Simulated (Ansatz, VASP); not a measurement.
**Re (Rhenium): VASP beside Ansatz**

Aim: how closely do two programs agree when they are given the same cell, functional and k mesh? The cell is taken from a series of runs on this material, whose earlier steps may have relaxed, scaled, displaced or heated it; both programs get it as it stands.

Method: plane waves, with VASP 6.6.1 beside it; zone-centre phonons at LDA, in Ansatz 0.2.0.

### 1. Starting point

Symmetry: P6_3/mmc, No. 194, hexagonal system. The conventional cell has a = 2.847 Å, b = 2.847 Å, c = 4.292 Å, α = 90.00°, β = 90.00°, γ = 120.00°. Re has 12 Re at 2.70 to 2.85 Å nearest.

### 2. Ansatz: zone-centre phonons, LDA

Ansatz runs on its PAW soft_1 files.

Second derivatives magnify differences that forces hide, and they need a tight electronic threshold.

File input.yaml:

```yaml
crystal:
  lattice:
    - [2.8470479664, 0.0, 0.0]
    - [-1.4235239832, 2.4656158647, 0.0]
    - [0.0, 0.0, 4.2919911168]
  atoms:
    - { symbol: Re, position: [0.3333333333, 0.6666666667, 0.25] }
    - { symbol: Re, position: [0.6666666667, 0.3333333333, 0.75] }
kpoints:
  mp_grid: { grid: [18, 18, 12] }
hamiltonian:
  xc: lda
  pseudopotentials: { kind: paw, azcp: { folder: soft_1 }, xc_functional: pbe }
scf:
  occupations: { method: methfessel_paxton, width: 0.2 }
output:
  eigenvalues: true
phonons:
  method: dfpt
```

Command:

```bash
ansatz run input.yaml --threads 4 --pin off --max-ram 10240MiB --backend cpu --events-out ev --progress --plain --runs-dir out
```

Numbers of over 12 decimals in the logs are rounded to 6 here.

What it wrote:

```text
zone centre: on kpoints.mp_grid the ground state, and the responses unless they are solved on pairs of k-points, stand on 637 of the mesh's 3888 k-points, reduced under 4 symmetry operations, with k and −k counted as one. Each operation leaves every solved displacement unchanged or reverses it
Engine: ansatz 0.2.0, x86_64-unknown-linux-gnu
Pseudopotentials: kind: paw
Pseudopotential: Re, paw, valence charge 15, recommended cutoff 420 eV (normal), soft_1/Re.paw.azcp
Functional definition: SPW92
  exchange = slater_x
  correlation = pw_c
Crystal: 2 atoms, lattice volume = 30.129 Å³
Basis set: ecut = 420 eV, 579 PW (Γ), exchange–correlation on 40×40×60 points (8 copies of the dense FFT grid, shifted against one another)
Bands: 19, of which v1, the nominal top of the filled ones, is band 15 counted from 1 (14 counted from 0)
Symmetry: 24 space group operations
k-points: 637 of 3888 (irreducible under 4 space group operations, time reversal used)
Non-local potential: Re, projectors of the file, l = 0: 3, l = 1: 2, l = 2: 2, l = 3: 1
PAW form: soft (Blöchl's): semilocal exchange-correlation on the pseudo side does not see the compensation charge
PAW frozen core: Re, regenerated for the run's functional, and the local potential with it (the file was generated under x = pbe(κ = 0.804, μ = 0.219515), c = pbe(β = 0.066725))
PAW one-centre angular grid: Re, 590 points (default); XC on 64 Gauss nodes
Initial density: superposition of atomic densities (chi_scale 0.1, normalization cell)
Initial wavefunctions: pseudopotential atomic-orbital guess
Functional: x = slater, c = lda
SCF iter   1: F=—  HF=-21217.370725 eV  |F-HF|=—  |Δ(HF+E_count)|=         —  Δρ=5.91e-2  dr2=9.76e-1  ethr=3.10e-3  ⟨swp⟩=4.4  Hψ=47676  notcnv=0
preconditioner: auto → none  [metal: Δε(μ)=0.007 eV  Ē_g=6.169 eV  σ=0.200 eV  W_gap=0.03  n_scr=8 (ndim 8)  ℏωp=25.3 eV  f_vac=0.000  D(μ)=2.04/eV (n_scr^D=22)  sad-step TF]
SCF iter   2: F=—  HF=-21217.093682 eV  |F-HF|=—  |Δ(HF+E_count)|=   2.77e-1  S|Δr|=    0.00e0  Δρ=3.39e-2  dr2=3.12e-1  ethr=3.10e-3  ⟨swp⟩=2.0  Hψ=19410  notcnv=0  defer=2
SCF iter   3: F=—  HF=-21216.967613 eV  |F-HF|=—  |Δ(HF+E_count)|=   1.26e-1  S|Δr|=    0.00e0  Δρ=1.63e-3  dr2=3.06e-4  ethr=1.04e-3  ⟨swp⟩=2.8  Hψ=22234  notcnv=0  defer=2
SCF iter   4: F=—  HF=-21216.967834 eV  |F-HF|=—  |Δ(HF+E_count)|=   2.22e-4  S|Δr|=    0.00e0  Δρ=1.93e-4  dr2=1.38e-5  ethr=1.02e-6  ⟨swp⟩=2.1  Hψ=18563  notcnv=0  defer=2
SCF iter   5: F=—  HF=-21216.967830 eV  |F-HF|=—  |Δ(HF+E_count)|=   4.40e-6  S|Δr|=    0.00e0  Δρ=3.19e-5  dr2=2.06e-7  ethr=4.59e-8  ⟨swp⟩=2.0  Hψ=16645  notcnv=0  defer=2
SCF iter   6: F=—  HF=-21216.967830 eV  |F-HF|=—  |Δ(HF+E_count)|=   2.34e-8  S|Δr|=    0.00e0  Δρ=7.85e-6  dr2=1.32e-8  ethr=6.86e-10  ⟨swp⟩=2.8  Hψ=22666  notcnv=0  defer=2
SCF iter   7: F=—  HF=-21216.967830 eV  |F-HF|=—  |Δ(HF+E_count)|=  8.73e-11  S|Δr|=    0.00e0  Δρ=1.11e-6  dr2=1.95e-10  ethr=4.41e-11  ⟨swp⟩=2.1  Hψ=16292  notcnv=0  defer=2
SCF iter   8: F=-21216.967830 eV  HF=-21216.967830 eV  |F-HF|=1.46e-11  |Δ(HF+E_count)|=  2.18e-11  S|Δr|=    0.00e0  Δρ=8.32e-8  dr2=1.26e-12  ethr=1.00e-12  ⟨swp⟩=5.5  Hψ=50309  notcnv=0
SCF 1 converged in 8 iterations: F = -21216.967830 eV  dr2 = 1.26e-12
  greatest PAW one-centre occupation: 0.999 electrons in one spin orbital (limit 2), on the Re atom at site 1 (counted from 0), in its partial waves of l = 0
DFPT response loops at Γ: preconditioner auto → Kerker (q_TF=auto, 2.726 Å⁻¹) (partly filled bands, converged f_vac=0.000); β = 1.00, the filter's whole step (`scf.mixing.beta` (0.50) is not read by the response loops under this deck's `scf.mixing.preconditioner`; to damp them name `kerker` or `kerker_dos`, under which they read `scf.mixing.beta`, and type it under 1.00, their step now; both keys bind the ground state too); Broyden in place of MSR1
SCF converged after 8 iterations
Stability not checked: this state was not tested for a lower state beside it, because cold or Methfessel-Paxton smearing, or corrected tetrahedra, fill the levels in a way that the test cannot read (fill_not_monotonic; see scf.lower_state_search)
Free energy (F): -21216.967830 eV
Harris-Foulkes:  -21216.967830 eV  (|F-HF|=1.46e-11)
Internal energy: -21216.967608 eV  (E = F + TS)
E sigma→0 (E₀):  -21216.967775 eV
Entropy (-TS):   -0.000221 eV (-0.111 meV/atom)
Fermi energy:    22.985682 eV
--- Per-component energies (eV) ---
  E_band       = -170.391808
  E_kinetic    = 1045.147940
  E_local      = -1603.351473  (includes V_loc(G=0)·N_el)
  E_nonlocal   = 171.948970
  E_hartree    = 554.789900
  E_xc         = -707.673619
  E_vxc        = -580.319474  (∫ρ·V_xc dr)
  E_paw        = -16892.838911  (= ΣΔE_a)
  E_vpaw       = -313.397708  (= ΣTr[D̂ρ^β])
  E_aug_tail   = 0.000095  (compensation charges beyond the density's cutoff)
  E_ewald      = -3785.628850
  E_core_change = 0.638340  (= ΣΔE_core)
  E_smearing   = -0.000221  (= −TS)
  E_closure    = -0.000000  (closes the sum)
  Σ components = -21216.967830   (vs F -21216.967830, Δ=0.00e0)
--- Band table (eV; the first three rows and the last of 637) ---
  k-point 0: bands = [... 11 lower, 21.3484, 22.3062, 22.3545, 22.3545, 22.6005, 22.6005, 24.4813, 26.2624]
  k-point 1: bands = [... 11 lower, 21.2541, 22.2411, 22.2748, 22.2748, 22.7858, 22.7858, 24.1905, 26.3020]
  k-point 2: bands = [... 11 lower, 21.0810, 22.0569, 22.0642, 22.0642, 23.2266, 23.2266, 23.4689, 26.3808]
  k-point 636: bands = [... 11 lower, 19.9105, 20.9396, 20.9396, 22.8439, 22.8439, 26.7833, 26.7833, 28.9023]
--- Phonons (Γ-DFPT): 2 representative perturbations + reference, on 637 of 3888 k-points (Σ response iterations 5) ---
  k mesh reduced under 4 symmetry operations, with k and −k counted as one. Each operation leaves every solved displacement unchanged or reverses it
  ASR residual: 1.770e-4 → 0.000e0 eV/Å²; symmetrization residual: 1.439e-13 eV/Å²
  ASR residual per site (eV/Å²): 1.77e-4 1.77e-4
  Γ frequencies (cm⁻¹): 0.00 0.00 0.00 111.57 116.08 116.08
  non-analytic LO–TO correction: not included (Born effective charges unavailable; polar crystals: no LO–TO splitting at Γ)
```

In the SCF lines HF is the Harris–Foulkes energy and dr2 the Hartree energy of the density residual, in eV; the loop may stop once dr2 is under the threshold and the program's other checks hold. Hψ counts applications of the Hamiltonian.

### 3. VASP: zone-centre phonons, LDA

The same cell, functional (in two slightly different forms), mesh and smearing now go to VASP, with its own data sets.

Lines of VASP's logs that name or quote its potential files are left out, and so is its time.

File INCAR:

```
SYSTEM = Re
PREC = Accurate
ENCUT = 600
EDIFF = 1E-08
NELM = 120
ISMEAR = 1
SIGMA = 0.2
LREAL = .FALSE.
ALGO = Normal
GGA = CA
NBANDS = 13
LASPH = .TRUE.
LORBIT = 11
LWAVE = .FALSE.
LCHARG = .FALSE.
ISIF = 2
IBRION = 8
GGA_COMPAT = .FALSE.
KPAR = 2
```

File POSCAR:

```
Re
1.0
    2.8470479664      0.0000000000      0.0000000000
   -1.4235239832      2.4656158647      0.0000000000
    0.0000000000      0.0000000000      4.2919911168
Re
2
Direct
    0.3333333333      0.6666666667      0.2500000000
    0.6666666667      0.3333333333      0.7500000000
```

File KPOINTS:

```
Automatic mesh
0
Gamma
18 18 12
0 0 0
```

The projector-augmented-wave data sets are Re (LDA family, release 64).

Command:

```bash
mpirun -np 2 vasp_std
```

What it wrote:

```text
[banner, memory and clock lines left out]
running    2 mpi-ranks, on    1 nodes
 distrk:  each k-point on    1 cores,    2 groups
 distr:  one band on    1 cores,    1 groups

 POSCAR found type information on POSCAR Re
 POSCAR found :  1 types and       2 ions
 LDA part: xc-table for (Slater(with rela. corr.)+CA(PZ))
 , standard interpolation
 POSCAR, INCAR and KPOINTS ok, starting setup
 FFT: planning ... GRIDC
 FFT: planning ... GRID_SOFT
 FFT: planning ... GRID
 WAVECAR not read
 entering main loop
       N       E                     dE             d eps       ncg     rms          rms(c)
DAV:   1     0.122849052431E+03    0.12285E+03   -0.63307E+03  7210   0.122E+03
DAV:   2    -0.196678269303E+02   -0.14252E+03   -0.12610E+03 10574   0.458E+02
DAV:   3    -0.286325576404E+02   -0.89647E+01   -0.77699E+01 11326   0.147E+02
DAV:   4    -0.288418122001E+02   -0.20925E+00   -0.20447E+00 11113   0.134E+01
DAV:   5    -0.288430690545E+02   -0.12569E-02   -0.12564E-02 11175   0.186E+00    0.409E+01
DAV:   6    -0.276982267109E+02    0.11448E+01   -0.10724E+00 11437   0.173E+01    0.167E+01
DAV:   7    -0.273626499746E+02    0.33558E+00   -0.62879E-01 11494   0.129E+01    0.403E-01
DAV:   8    -0.273520770841E+02    0.10573E-01   -0.65670E-03 11115   0.853E-01    0.202E-01
DAV:   9    -0.273512277872E+02    0.84930E-03   -0.33498E-04 10186   0.190E-01    0.384E-02
DAV:  10    -0.273512250178E+02    0.27695E-05   -0.38751E-05 10777   0.542E-02    0.184E-02
DAV:  11    -0.273512252935E+02   -0.27575E-06   -0.74126E-07 11301   0.121E-02    0.144E-03
DAV:  12    -0.273512252545E+02    0.39049E-07   -0.38271E-08  9349   0.261E-03    0.489E-04
DAV:  13    -0.273512252511E+02    0.33407E-08   -0.58163E-09  6192   0.133E-03
   1 F= -.27351225E+02 E0= -.27351080E+02  d E =-.434391E-03
 Linear response reoptimize wavefunctions to high precision
DAV:   1    -0.273512252512E+02   -0.87539E-10   -0.54302E-09  8067   0.109E-03
DAV:   2    -0.273512252512E+02   -0.21146E-10   -0.15852E-10  5587   0.190E-04
 Linear response DOF=           2
 Linear response progress:
  Degree of freedom:   1/  2
       N       E                     dE             d eps       ncg     rms          rms(c)
RMM:   1    -0.947313412998E-01   -0.94731E-01    0.13888E-01 31232   0.190E+01
RMM:   2    -0.144349448919E+00   -0.49618E-01   -0.52254E-02 51127   0.206E+00    0.123E-01
RMM:   3    -0.144374104560E+00   -0.24656E-04   -0.33615E-03 55491   0.447E-01    0.865E-02
RMM:   4    -0.143739909073E+00    0.63420E-03   -0.71962E-04 51737   0.230E-01    0.164E-02
RMM:   5    -0.143801115281E+00   -0.61206E-04   -0.29353E-05 52920   0.572E-02    0.759E-03
RMM:   6    -0.143830345943E+00   -0.29231E-04   -0.49498E-06 54838   0.184E-02    0.242E-03
RMM:   7    -0.143834702689E+00   -0.43567E-05    0.37100E-08 55340   0.561E-03    0.132E-03
RMM:   8    -0.143836981068E+00   -0.22784E-05   -0.24715E-07 53957   0.259E-03    0.407E-04
RMM:   9    -0.143835912465E+00    0.10686E-05   -0.36048E-08 56864   0.985E-04    0.680E-05
RMM:  10    -0.143836090541E+00   -0.17808E-06   -0.92641E-08 57442   0.637E-04    0.214E-05
RMM:  11    -0.143836130125E+00   -0.39584E-07   -0.89243E-08 60233   0.522E-04    0.812E-06
RMM:  12    -0.143836136874E+00   -0.67491E-08   -0.93999E-08 59404   0.491E-04    0.323E-06
 first order change of Fermi-energy  -0.18913E-04
 force on displaced ion       1 direction 1 :  -4.480   0.000   0.000
 Linear response progress:
  Degree of freedom:   2/  2
       N       E                     dE             d eps       ncg     rms          rms(c)
RMM:   1    -0.129585450944E+00   -0.12959E+00    0.14205E-01 10892   0.198E+01
RMM:   2    -0.182172174357E+00   -0.52587E-01   -0.46049E-02 16239   0.229E+00    0.196E-01
RMM:   3    -0.183348028677E+00   -0.11759E-02   -0.10167E-02 18681   0.734E-01    0.117E-01
RMM:   4    -0.183261215778E+00    0.86813E-04   -0.14123E-04 18424   0.160E-01    0.642E-02
RMM:   5    -0.183544724926E+00   -0.28351E-03   -0.13595E-04 19351   0.119E-01    0.833E-03
RMM:   6    -0.183539329078E+00    0.53958E-05    0.43641E-05 18469   0.290E-02    0.563E-03
RMM:   7    -0.183541590310E+00   -0.22612E-05    0.86704E-06 18362   0.958E-03    0.350E-03
RMM:   8    -0.183551079332E+00   -0.94890E-05    0.23840E-05 17997   0.788E-03    0.485E-04
RMM:   9    -0.183551013663E+00    0.65668E-07    0.59933E-06 18182   0.257E-03    0.120E-04
RMM:  10    -0.183551034042E+00   -0.20379E-07   -0.27385E-06 19468   0.110E-03    0.548E-05
RMM:  11    -0.183550686135E+00    0.34791E-06   -0.12281E-07 18926   0.695E-04    0.264E-05
RMM:  12    -0.183550597648E+00    0.88487E-07   -0.13490E-07 19803   0.604E-04    0.355E-06
RMM:  13    -0.183550576136E+00    0.21513E-07   -0.15847E-08 20308   0.563E-04    0.136E-06
RMM:  14    -0.183550584456E+00   -0.83201E-08   -0.65320E-08 20439   0.554E-04    0.856E-07
 first order change of Fermi-energy   0.11440E-03
 force on displaced ion       1 direction 3 :  -0.000   0.000  -3.924
 Linear response finished
```

From OUTCAR (step 3):

```text
ion  position               nearest neighbor table
   1  0.333  0.667  0.250-   2 2.70   2 2.70   2 2.70   2 2.70   2 2.70   2 2.70
   2  0.667  0.333  0.750-   1 2.70   1 2.70   1 2.70   1 2.70   1 2.70   1 2.70

  LATTYP: Found a hexagonal cell.
 ALAT       =     2.8470479664
 C/A-ratio  =     1.5075232899

 Subroutine GETGRP returns: Found 24 space group operations
 (whereof 12 operations were pure point group operations)

The static configuration has the point symmetry D_3d.
 The point group associated with its full space group is D_6h.

 Found    259 irreducible k-points:

   k-points           NKPTS =    259   k-points in BZ     NKDIM =    259   number of bands    NBANDS=     13

   dimension x,y,z NGX =    24 NGY =   24 NGZ =   36
   dimension x,y,z NGXF=    48 NGYF=   48 NGZF=   72

   ENCUT  =  600.0 eV  44.10 Ry    6.64 a.u.   5.69  5.69  8.57*2*pi/ulx,y,z

   NELECT =      14.0000    total number of electrons

 k-points in reciprocal lattice and weights: Automatic mesh
   0.00000000  0.00000000  0.00000000       0.000
   0.05555556 -0.00000000  0.00000000       0.002
   0.11111111 -0.00000000  0.00000000       0.002
   0.16666667  0.00000000  0.00000000       0.002
   0.22222222  0.00000000  0.00000000       0.002
   0.27777778  0.00000000  0.00000000       0.002
   0.33333333  0.00000000  0.00000000       0.002
   0.38888889 -0.00000000  0.00000000       0.002
   0.44444444  0.00000000  0.00000000       0.002
[...]
0.33333333  0.27777778  0.50000000       0.003
   0.33333333  0.33333333  0.50000000       0.001

 average (electrostatic) potential at core
       1 -39.7397       2 -39.7397

  Total       -4.3871477     -4.3871477      0.1539196      0.0000000      0.0000000      0.0000000
  in kB     -233.2995109   -233.2995109      8.1851270      0.0000000      0.0000000      0.0000000
  external PRESSURE =    -152.8046316 kB  Pullay stress =       0.0000000 kB

  energy-cutoff  :      600.00
  volume of cell :       30.13
      direct lattice vectors                 reciprocal lattice vectors
     2.847047966  0.000000000  0.000000000     0.351241009  0.202789091  0.000000000
    -1.423523983  2.465615865  0.000000000     0.000000000  0.405578182  0.000000000
     0.000000000  0.000000000  4.291991117     0.000000000  0.000000000  0.232992095

 POSITION                                       TOTAL-FORCE (eV/Angst)
 -----------------------------------------------------------------------------------
     -0.00000      1.64374      1.07300         0.000000      0.000000      0.000000
      1.42352      0.82187      3.21899        -0.000000     -0.000000      0.000000
 -----------------------------------------------------------------------------------
    total drift:                                0.000000     -0.000000     -0.000000

 Eigenvectors and eigenvalues of the dynamical matrix
 ----------------------------------------------------

   1 f  =    3.429461 THz    21.547937 2PiTHz  114.394497 cm-1    14.183104 meV
             X         Y         Z           dx          dy          dz
     -0.000000  1.643744  1.072998    -0.000000    0.707107    0.000000
      1.423524  0.821872  3.218993     0.000000   -0.707107   -0.000000

   2 f  =    3.429461 THz    21.547937 2PiTHz  114.394497 cm-1    14.183104 meV
             X         Y         Z           dx          dy          dz
     -0.000000  1.643744  1.072998    -0.707107   -0.000000   -0.000000
      1.423524  0.821872  3.218993     0.707107    0.000000    0.000000

   3 f  =    3.209485 THz    20.165791 2PiTHz  107.056908 cm-1    13.273359 meV
             X         Y         Z           dx          dy          dz
     -0.000000  1.643744  1.072998    -0.000000    0.000000   -0.707107
      1.423524  0.821872  3.218993     0.000000   -0.000000    0.707107

   4 f  =    0.000000 THz     0.000000 2PiTHz    0.000002 cm-1     0.000000 meV
             X         Y         Z           dx          dy          dz
     -0.000000  1.643744  1.072998    -0.254626    0.650191   -0.111433
      1.423524  0.821872  3.218993    -0.254626    0.650191   -0.111433

   5 f/i=    0.000000 THz     0.000000 2PiTHz    0.000000 cm-1     0.000000 meV
             X         Y         Z           dx          dy          dz
     -0.000000  1.643744  1.072998     0.185801   -0.043923   -0.680844
      1.423524  0.821872  3.218993     0.185801   -0.043923   -0.680844

   6 f/i=    0.000000 THz     0.000000 2PiTHz    0.000001 cm-1     0.000000 meV
             X         Y         Z           dx          dy          dz
     -0.000000  1.643744  1.072998     0.632964    0.274449    0.155029
      1.423524  0.821872  3.218993     0.632964    0.274449    0.155029

 ELASTIC MODULI CONTR FROM IONIC RELAXATION (kBar)
 Direction    XX          YY          ZZ          XY          YZ          ZX
 --------------------------------------------------------------------------------
 XX        -171.0806    171.0806     -0.0000     -0.0000      0.0000      0.0000
 YY         171.0806   -171.0806      0.0000      0.0000      0.0000      0.0000
 ZZ          -0.0000      0.0000     -0.0000     -0.0000      0.0000      0.0000
 XY          -0.0000      0.0000     -0.0000   -171.0806      0.0000      0.0000
 YZ           0.0000      0.0000      0.0000      0.0000      0.0000      0.0000
 ZX           0.0000      0.0000      0.0000      0.0000      0.0000      0.0000
 --------------------------------------------------------------------------------
```

The data set Re keeps the semicore shell frozen, which is cheaper and a little less accurate.

### 4. Side by side

Known differences besides the potentials themselves: the two LDA forms differ slightly; the data sets hold 30 valence electrons in Ansatz (on its PAW soft_1 files) and 14 in VASP; the cutoff is 420 eV in Ansatz and 600 eV in VASP; VASP's log shows a relativistic correction to its local exchange, Ansatz's none. Total energies have different zeros and are not compared.

Both answers:

```csv
quantity,Ansatz,VASP,difference
optical mode 1 (cm⁻¹),111.6,107.1,+4.22 %
optical mode 2 to 3 (cm⁻¹),116.1,114.4,+1.47 %
```

Modes are paired by rising frequency, not by their patterns, so a pair may set unlike modes beside each other; they are those without the splitting of longitudinal modes.

### 5. What came out

| Item | Value |
| --- | --- |
| r.m.s. difference of the optical zone-centre modes, each program's sorted by frequency (zone-centre phonons, LDA) | 2.9 cm⁻¹ |
| difference in optical mode 1 (zone-centre phonons, LDA) | +4.2 % |

What this shows: The r.m.s. difference of the optical zone-centre modes, each program's sorted by frequency is 2.9 cm⁻¹ (zone-centre phonons, LDA). The data sets hold unlike numbers of valence electrons (30 in Ansatz and 14 in VASP), so part of the differences comes from the potentials. Among the rows given in per cent, the largest difference of the zone-centre phonons, LDA pair is in optical mode 1, +4.2 %. Such differences can come from data sets, numerical settings and the points named under the comparisons, not from the functional's error against experiment.

[Lines on the potential files, build, host, timing and source positions are cut from VASP's logs without a mark.]

[Logs are printed without paths, hosts, clocks, repeated set-up lines and the standing remarks that a program may print on its own settings, such as how far it seeks lower states.]

[Hosts, paths, dates, database ids (printed as entryN), source tags and the programs' standing remarks are cut or masked in the printed files.]
